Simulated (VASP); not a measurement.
```yaml
crystal:
  lattice:
    - [4.81235, 0.00000, 0.00000]
    - [-2.40617, 4.16761, 0.00000]
    - [0.00000, 0.00000, 8.07234]
  atoms:
    - { symbol: Gd, position: [0.33333, 0.66667, 0.22802] }
    - { symbol: Gd, position: [0.66667, 0.33333, 0.77198] }
    - { symbol: Te, position: [0.00000, 0.00000, 0.00000] }
    - { symbol: Te, position: [0.33333, 0.66667, 0.63271] }
    - { symbol: Te, position: [0.66667, 0.33333, 0.36729] }
```

The numbers are results of PBEsol GGA, VASP's PBE PAW potentials (set 64) (plane waves; VASP), not measurements. Run with 480 eV cut-off, 6×6×4 Γ-centred mesh, Gaussian smearing of 0.050 eV, potentials Gd_3 Te.

The 4f electrons are frozen in the core of the lanthanide potential, so 4f levels, which can set the real gap, and their magnetism are missing. Unless said otherwise, spin-orbit coupling is left out, though it shifts the bands of the heavy elements here.

Task: Predict the energy per atom (σ→0), band gap (on the k-mesh) with the smallest direct gap where there is one.

Result: 
```json
{
 "band gap (on the k-mesh)": "0.34 eV",
 "smallest direct gap (on the k-mesh)": "0.78 eV",
 "energy per atom (σ→0)": "-5.369 eV/atom"
}
```

The absolute energy has meaning only against runs of the same code, potentials and settings.

The structure was generated: Gd2Te3 was put into the A-La2O3 type (P-3m1), which need not be its known phase. It was relaxed first.
